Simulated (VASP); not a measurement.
Given:

```
CELL_PARAMETERS angstrom
      4.27530     0.00000     0.00000
      0.00000     4.27530     0.00000
      0.00000     0.00000     3.03101
ATOMIC_POSITIONS crystal
  Zn 0.00000 0.00000 0.00000
  Zn 0.50000 0.50000 0.50000
  F  0.30441 0.30441 0.00000
  F  0.80441 0.19559 0.50000
  F  0.19559 0.80441 0.50000
  F  0.69559 0.69559 0.00000
```

Method: PBEsol GGA, VASP's PBE PAW potentials (set 64) (plane waves; VASP). Settings: 620 eV cut-off, 5×5×7 Γ-centred mesh, Gaussian smearing of 0.050 eV, potentials Zn F.

Q: Estimate the energy per atom (σ→0), pressure, band gap (on the k-mesh) with the smallest direct gap where there is one.

A: 
```
Item                                         Result
-----------------------------------  --------------
band gap (on the k-mesh)                    3.68 eV
smallest direct gap (on the k-mesh)         3.68 eV
energy per atom (σ→0)                -3.839 eV/atom
pressure                                  44.92 GPa
```

The compound is ZnF2 in the rutile structure. It was relaxed first under an external pressure of 45 GPa.
